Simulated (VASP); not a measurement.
Energy against volume of KF (rock salt). Computed with PBE GGA with D3 dispersion (Becke-Johnson damping), VASP's PBE PAW potentials (set 64) (plane waves; VASP). Run with 520 eV cut-off, 9×9×9 Γ-centred mesh, Gaussian smearing of 0.050 eV, potentials K_sv F.

```
V (Å³/atom)  E (eV/atom)
-----------  -----------
18.567          -4.30087
19.141          -4.30337
19.716          -4.30231
20.290          -4.29829
```

Question: Fit these four points and predict the energy of the run at 17.993 Å³/atom.

Answer: A cubic in V^(−2/3), the third-order Birch-Murnaghan form, passes through the four points with V0 = 19.24 Å³/atom and B0 = 32 GPa, and gives -4.2941 eV/atom there. The run gave -4.2941 eV/atom, -0.0 meV/atom from the fit; all five points give B0 = 32 GPa.

The compound is KF in the rock salt structure. It was relaxed first.
